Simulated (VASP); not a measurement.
All values below come from LDA (Ceperley-Alder, Perdew-Zunger) with spin-orbit coupling, VASP's LDA PAW potentials (set 64) (plane waves; VASP).

The input files of a VASP run:

POSCAR:
```
Cu3Sn
1
    0.0000000000     3.3240090000     3.3240090000
    3.3240090000     0.0000000000     3.3240090000
    3.3240090000     3.3240090000     0.0000000000
Sn Cu
1 3
Direct
  0.0000000000   0.0000000000   0.0000000000
  0.5000000000   0.5000000000   0.5000000000
  0.2500000000   0.2500000000   0.2500000000
  0.7500000000   0.7500000000   0.7500000000
```

### INCAR
```
ALGO = Normal
EDIFF = 1E-6
ENCUT = 300
GGA_COMPAT = .FALSE.
ISIF = 2
ISMEAR = -1
LASPH = .TRUE.
LCHARG = .FALSE.
LMAXMIX = 4
LNONCOLLINEAR = .TRUE.
LORBIT = 11
LREAL = .FALSE.
LSORBIT = .TRUE.
LWAVE = .FALSE.
MAGMOM = 0.0 0.0 0.0 0.0 0.0 0.0 0.0 0.0 0.0 0.0 0.0 0.0
NELM = 100
PREC = Accurate
SIGMA = 0.1
SYSTEM = Cu3Sn
```

KPOINTS:
```
K-points
0
Gamma
 7 7 7
0 0 0
```

POTCAR, in this order: Sn_d Cu (LDA.64 set). Program: vasp_ncl.

At this cut-off the stress carries a Pulay error, which pulls relaxed volumes low.

Q: Predict the energy per atom (σ→0), pressure, band gap (on the k-mesh).

A: 
| Item | Result |
|---|---|
| energy per atom (σ→0) | -4.197 eV/atom |
| band gap (on the k-mesh) | none (metal, semimetal or under 0.01 eV) |
| pressure | -20.81 GPa |

OSZICAR:
```
...
DAV:  10    -0.168100222709E+02    0.42353E-01   -0.12151E-01  2712   0.729E+00    0.391E-01
DAV:  11    -0.168089794034E+02    0.10429E-02   -0.10190E-02  3224   0.144E+00    0.188E-01
DAV:  12    -0.168089065681E+02    0.72835E-04   -0.73131E-04  2776   0.338E-01    0.131E-01
DAV:  13    -0.168087007883E+02    0.20578E-03   -0.21980E-04  2968   0.276E-01    0.657E-02
DAV:  14    -0.168086233281E+02    0.77460E-04   -0.28562E-04  2856   0.288E-01    0.993E-03
DAV:  15    -0.168086236039E+02   -0.27582E-06   -0.24612E-05  3152   0.475E-02    0.596E-03
DAV:  16    -0.168086237689E+02   -0.16497E-06   -0.22669E-06  2112   0.265E-02
   1 F= -.16808624E+02 E0= -.16788936E+02  d E =-.393752E-01  mag=    -0.0000     0.0000    -0.0000
```

The structure was generated: Cu3Sn was put into an ordered model structure, which need not be its known phase. The cell was not relaxed at this level. The run is one of a series of settings (GGA_COMPAT = .FALSE., LNONCOLLINEAR = .TRUE., LSORBIT = .TRUE., MAGMOM = 0.0 0.0 0.0 0.0 0.0 0.0 0.0 0.0 0.0 0.0 0.0 0.0, program vasp_ncl against the base run), some of them coarse on purpose.
